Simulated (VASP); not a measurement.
# YZr (P-6m2) in VASP: single point with LDA

Aim: the single point of YZr with LDA.

Program: VASP 6.6.1. These are calculated values, not measurements. Logs are shortened: lines on timing, memory, paths and dates and some standing lists are left out, and cuts for length are marked.

### Step 1. The structure

Symmetry: P-6m2, No. 187, hexagonal system. The conventional cell has a = 3.424 Å, b = 3.424 Å, c = 5.403 Å, α = 90.00°, β = 90.00°, γ = 120.00°. Y (site symmetry -6m2) has 6 Zr at 3.35 Å and 6 Y at 3.42 Å as nearest neighbours. Zr (site symmetry -6m2) has 6 Y at 3.35 Å and 6 Zr at 3.42 Å as nearest neighbours.

The cell comes from a database or a generator and needn't be the stable form of this composition.

### Step 2. Single point, LDA

The input, INCAR:

```
SYSTEM = YZr
ALGO = Normal
EDIFF = 1E-6
ENCUT = 520
GGA = CA
ISIF = 2
ISMEAR = 0
LASPH = .True.
LCHARG = .False.
LREAL = .False.
LWAVE = .False.
NBANDS = 18
NELM = 100
PREC = Accurate
SIGMA = 0.1
```

The input, KPOINTS:

```
k-points
0
Gamma
  6 6 4
  0 0 0
```

The input, POSCAR:

```
YZr
1.0
    3.4235833799      0.0000000000      0.0000000000
   -1.7117916900      2.9649101790      0.0000000000
    0.0000000000      0.0000000000      5.4025870000
Y Zr
1 1
Direct
    0.6666666700      0.3333333300      0.5000000000
    0.3333333300      0.6666666700      0.0000000000
```

Potentials or basis: VASP PAW LDA potentials, release 64 (Y_sv, Zr_sv).

Launch:

```sh
$ cat potpaw_LDA.64/Y_sv/POTCAR potpaw_LDA.64/Zr_sv/POTCAR > POTCAR
$ mpirun -np 1 vasp_std > vasp.out
```

OUTCAR:

```text
SYSTEM = YZr
   EDIFF = 1E-6
   ENCUT = 520
   GGA = CA
   ISIF = 2
   ISMEAR = 0
   LASPH = .True.
   LREAL = .False.
   NELM = 100
   PREC = Accurate

 ion  position               nearest neighbor table
   1  0.667  0.333  0.500-   2 3.35   2 3.35   2 3.35   2 3.35   2 3.35   2 3.35
   2  0.333  0.667  0.000-   1 3.35   1 3.35   1 3.35   1 3.35   1 3.35   1 3.35

  LATTYP: Found a hexagonal cell.
 ALAT       =     3.4235833799
 C/A-ratio  =     1.5780503643

  Lattice vectors:

 A1 = (   3.4235833799,   0.0000000000,   0.0000000000)
 A2 = (  -1.7117916900,   2.9649101790,   0.0000000000)
 A3 = (   0.0000000000,   0.0000000000,   5.4025870000)

Analysis of symmetry for initial positions (statically):
=====================================================================
 Subroutine PRICEL returns:
 Original cell was already a primitive cell.

 Routine SETGRP: Setting up the symmetry group for a
 hexagonal supercell.

 Subroutine GETGRP returns: Found 12 space group operations
 (whereof 12 operations were pure point group operations)
 out of a pool of 24 trial point group operations.

The static configuration has the point symmetry D_3h.

Analysis of symmetry for dynamics (positions and initial velocities):
=====================================================================
 Subroutine PRICEL returns:
 Original cell was already a primitive cell.

 Routine SETGRP: Setting up the symmetry group for a
 hexagonal supercell.

 Subroutine GETGRP returns: Found 12 space group operations
 (whereof 12 operations were pure point group operations)
 out of a pool of 24 trial point group operations.

The dynamic configuration has the point symmetry D_3h.

 Subroutine INISYM returns: Found 12 space group operations
 (whereof 12 operations are pure point group operations),
 and found     1 'primitive' translations

----------------------------------------------------------------------------------------

                                     Primitive cell

  volume of cell :      54.8396

  direct lattice vectors                    reciprocal lattice vectors
     3.423583380  0.000000000  0.000000000     0.292091615  0.168639173  0.000000000
    -1.711791690  2.964910179  0.000000000     0.000000000  0.337278346  0.000000000
     0.000000000  0.000000000  5.402587000     0.000000000  0.000000000  0.185096510

  length of vectors
     3.423583380  3.423583380  5.402587000     0.337278346  0.337278346  0.185096510

  position of ions in fractional coordinates (direct lattice)
     0.666666670  0.333333330  0.500000000
     0.333333330  0.666666670  0.000000000

  ion indices of the primitive-cell ions
   primitive index   ion index
                 1           1
                 2           2

----------------------------------------------------------------------------------------

 KPOINTS: k-points

Automatic generation of k-mesh.
 Grid dimensions read from file:
 generate k-points for:    6    6    4

 Generating k-lattice:

  Cartesian coordinates                     Fractional coordinates (reciprocal lattice)
     0.048681936  0.028106529  0.000000000     0.166666667 -0.000000000  0.000000000
     0.000000000  0.056213058  0.000000000     0.000000000  0.166666667  0.000000000
     0.000000000  0.000000000  0.046274128     0.000000000  0.000000000  0.250000000

  Length of vectors
     0.056213058  0.056213058  0.046274128

  Shift w.r.t. Gamma in fractional coordinates (k-lattice)
     0.000000000  0.000000000  0.000000000

 Subroutine IBZKPT returns following result:
 ===========================================

 Found     21 irreducible k-points:

 Following reciprocal coordinates:
            Coordinates               Weight
  0.000000  0.000000  0.000000      1.000000
  0.166667  0.000000  0.000000      6.000000
  0.333333 -0.000000  0.000000      6.000000
  0.500000  0.000000  0.000000      3.000000
  0.166667  0.166667  0.000000      6.000000
  0.333333  0.166667  0.000000     12.000000
[... 13 lines left out ...]
  0.333333  0.166667  0.500000     12.000000
  0.333333  0.333333  0.500000      2.000000
   k-points           NKPTS =     21   k-points in BZ     NKDIM =     21   number of bands    NBANDS=     18
   number of dos      NEDOS =    301   number of ions     NIONS =      2
   total plane-waves  NPLWV =  31360
   dimension x,y,z NGX =    28 NGY =   28 NGZ =   40
   dimension x,y,z NGXF=    56 NGYF=   56 NGZF=   80
   ions per type =               1   1
   NGX,Y,Z   is equivalent  to a cutoff of  13.60, 13.60, 12.31 a.u.
   NGXF,Y,Z  is equivalent  to a cutoff of  27.19, 27.19, 24.62 a.u.
 SYSTEM =  YZr
   PREC   = accura    normal or accurate (medium, high low for compatibility)
   ISTART =      0    job   : 0-new  1-cont  2-samecut
   ICHARG =      2    charge: 1-file 2-atom 10-const
   ISPIN  =      1    spin polarized calculation?
   LNONCOLLINEAR =      F non collinear calculations
   LSORBIT =      F    spin-orbit coupling
   LASPH  =      T    aspherical Exc in radial PAW
   ENCUT  =  520.0 eV  38.22 Ry    6.18 a.u.   6.37  6.37 10.05*2*pi/ulx,y,z
   NELM   =    100;   NELMIN=  2; NELMDL= -5     # of ELM steps
   EDIFF  = 0.1E-05   stopping-criterion for ELM
   LREAL  =      F    real-space projection
[... 7 lines left out ...]
   TEBEG  =    0.0;   TEEND  =   0.0 temperature during run
   PSTRESS=    0.0 pullay stress
   NELECT =      23.0000    total number of electrons
   NUPDOWN=      -1.0000    fix difference up-down
   EMIN   =  10.00;   EMAX   =-10.00  energy-range for DOS
   EFERMI =   0.00;   METHOD = LEGACY
   ISMEAR =     0;   SIGMA  =   0.10  broadening in eV -4-tet -1-fermi 0-gaus
   EFERMI_NEDOS =   21; number of points for ismear=-14 and -15
   IALGO  =     38    algorithm
   IMIX   =      4    mixing-type and parameters
     AMIX     =   0.40;   BMIX     =  1.00
     AMIX_MAG =   1.60;   BMIX_MAG =  1.00
  volume/ion in A,a.u.               =      27.42       185.04
  Fermi-wavevector in a.u.,A,eV,Ry     =   1.225423  2.315714 20.431346  1.501662
  Thomas-Fermi vector in A             =   2.360461
   LORBIT       =      0    0 simple, 1 ext, 2 COOP (PROOUT), +10 PAW based schemes
   GGA     = CA    functional components
   LHFCALC =     F    Hartree Fock is set to
   AEXX    =    0.0000 exact exchange contribution
   IVDW    =     0    specifies the selected vdW correction
   LEPSILON=     F    determine dielectric tensor
   LRPA    =     F    only Hartree local field effects (RPA)
 non-spin polarized calculation
 Gauss-broadening in eV      SIGMA  =   0.10
  energy-cutoff  :      520.00
  volume of cell :       54.84
 maximum number of plane-waves:      1496
 NGX is ok and might be reduce to    28
   NGX = 13   NGY = 13   NGZ = 21

 number of electron      22.9999999 magnetization

 Free energy of the ion-electron system (eV)
  ---------------------------------------------------
  ext. energy  EPLUGINS =         0.00000000
  ---------------------------------------------------
  free energy    TOTEN  =       -15.95554048 eV

  energy without entropy =      -15.93953391  energy(sigma->0) =      -15.94753720

 E-fermi :   5.3057     XC(G=0): -10.4677

 val. band max:        5.2945274140   @ k =   0.3333  -0.0000   0.5000
 cond. band min:       5.3278903114   @ k =   0.3333  -0.0000   0.2500
 fundamental gap:      0.0333628974
 Fermi energy:         5.3056528643

 k-point     1 :       0.0000    0.0000    0.0000
  band No.  band energies     occupation
      1     -43.2766      2.00000
      2     -36.6691      2.00000
      3     -21.5241      2.00000
      4     -21.1928      2.00000
      5     -21.1928      2.00000
      6     -16.7913      2.00000
[... 10 lines left out ...]
     17       7.6683      0.00000
     18       7.6683      0.00000

 k-point     2 :       0.1667    0.0000    0.0000
  band No.  band energies     occupation
      1     -43.2663      2.00000
      2     -36.6494      2.00000
      3     -21.5043      2.00000
      4     -21.2927      2.00000
      5     -21.2165      2.00000
      6     -16.7749      2.00000
[... 10 lines left out ...]
     17       7.7810      0.00000
     18       8.3039      0.00000

 k-point     3 :       0.3333   -0.0000    0.0000
  band No.  band energies     occupation
      1     -43.2456      2.00000
      2     -36.6097      2.00000
      3     -21.4877      2.00000
      4     -21.4646      2.00000
      5     -21.2635      2.00000
      6     -17.0039      2.00000
[... 10 lines left out ...]
     17       9.1241      0.00000
     18      10.0058      0.00000

 k-point     4 :       0.5000    0.0000    0.0000
  band No.  band energies     occupation
      1     -43.2352      2.00000
      2     -36.5897      2.00000
      3     -21.5829      2.00000
      4     -21.4447      2.00000
      5     -21.2868      2.00000
      6     -17.1678      2.00000
[... 10 lines left out ...]
     17      10.8852      0.00000
     18      10.9647      0.00000

 k-point     5 :       0.1667    0.1667    0.0000
  band No.  band energies     occupation
      1     -43.2508      2.00000
      2     -36.6197      2.00000
      3     -21.4746      2.00000
      4     -21.4209      2.00000
      5     -21.2711      2.00000
      6     -16.8867      2.00000
[... 10 lines left out ...]
     17       8.3834      0.00000
     18       9.7146      0.00000

 k-point     6 :       0.3333    0.1667    0.0000
  band No.  band energies     occupation
      1     -43.2352      2.00000
      2     -36.5897      2.00000
      3     -21.5339      2.00000
      4     -21.4448      2.00000
      5     -21.3384      2.00000
      6     -17.0817      2.00000
[... 244 lines left out ...]
 k-point    18 :       0.5000    0.0000    0.5000
  band No.  band energies     occupation
      1     -43.2352      2.00000
      2     -36.5896      2.00000
      3     -21.5900      2.00000
      4     -21.4508      2.00000
      5     -21.2855      2.00000
      6     -17.1513      2.00000
[... 10 lines left out ...]
     17       9.6964      0.00000
     18      10.2627      0.00000

 k-point    19 :       0.1667    0.1667    0.5000
  band No.  band energies     occupation
      1     -43.2507      2.00000
      2     -36.6201      2.00000
      3     -21.4686      2.00000
      4     -21.4252      2.00000
      5     -21.2705      2.00000
      6     -16.8773      2.00000
[... 10 lines left out ...]
     17       9.5406      0.00000
     18       9.6590      0.00000

 k-point    20 :       0.3333    0.1667    0.5000
  band No.  band energies     occupation
      1     -43.2352      2.00000
      2     -36.5897      2.00000
      3     -21.5397      2.00000
      4     -21.4506      2.00000
      5     -21.3384      2.00000
      6     -17.0687      2.00000
[... 10 lines left out ...]
     17       9.9375      0.00000
     18      10.4948      0.00000

 k-point    21 :       0.3333    0.3333    0.5000
  band No.  band energies     occupation
      1     -43.2300      2.00000
      2     -36.5795      2.00000
      3     -21.4759      2.00000
      4     -21.4646      2.00000
      5     -21.4442      2.00000
      6     -16.9608      2.00000
[... 10 lines left out ...]
     17       9.3911      0.00000
     18      10.4372      0.00000

------------------------ aborting loop because EDIFF is reached ----------------------------------------

  FORCE on cell =-STRESS in cart. coord.  units (eV):
  Direction    XX          YY          ZZ          XY          YZ          ZX
  --------------------------------------------------------------------------------------
  -------------------------------------------------------------------------------------
  Total       -1.9365500     -1.9365500     -1.8238350      0.0000000      0.0000000     -0.0000000
  in kB      -56.5776738    -56.5776738    -53.2846238      0.0000000      0.0000000     -0.0000000
  external PRESSURE =     -55.4799905 kB  Pullay stress =       0.0000000 kB

 VOLUME and BASIS-vectors are now :
 -----------------------------------------------------------------------------
  energy-cutoff  :      520.00
  volume of cell :       54.84
      direct lattice vectors                 reciprocal lattice vectors
     3.423583380  0.000000000  0.000000000     0.292091615  0.168639173  0.000000000
    -1.711791690  2.964910179  0.000000000     0.000000000  0.337278346  0.000000000
     0.000000000  0.000000000  5.402587000     0.000000000  0.000000000  0.185096510

 POSITION                                       TOTAL-FORCE (eV/Angst)
 -----------------------------------------------------------------------------------
      1.71179      0.98830      2.70129        -0.000000      0.000000      0.000000
     -0.00000      1.97661      0.00000         0.000000      0.000000      0.000000
 -----------------------------------------------------------------------------------
    total drift:                                0.000019     -0.000011     -0.000000

  FREE ENERGIE OF THE ION-ELECTRON SYSTEM (eV)
  ---------------------------------------------------
  free  energy   TOTEN  =       -15.9555404843 eV

  energy  without entropy=      -15.9395339130  energy(sigma->0) =      -15.94753720
```

Run time: 9.1 s. Hardware: 1 thread of Intel Xeon 6975P-C (Granite Rapids), shared host; peak memory 0.17 GiB.

What came out:

| Quantity | Value |
| --- | --- |
| Free energy | -15.9555 eV |
| Pressure | -5.5 GPa |
| Band gap on the k mesh | none (metal or under the smearing width) |

Stress tensor (GPa, compression positive):
```
-5.66  0.00  0.00
 0.00 -5.66  0.00
 0.00  0.00 -5.33
```

Levels at points of the mesh, in eV from the Fermi level:
```tsv
k point	band 8	band 9	band 10	band 11	band 12	band 13	band 14	band 15	band 16	band 17
(0.00, 0.00, 0.00)	-21.79	-4.99	-2.28	1.16	1.16	1.33	1.66	2.31	2.31	2.36
(0.50, 0.00, 0.00)	-21.94	-1.93	-1.68	-1.31	0.05	1.02	1.29	1.94	4.32	5.58
(0.00, 0.00, 0.50)	-21.79	-3.47	-3.31	0.30	1.00	1.00	1.05	1.51	1.51	3.83
(0.50, 0.00, 0.50)	-21.95	-2.14	-2.03	-0.48	-0.14	1.45	2.00	2.01	3.21	4.39
```
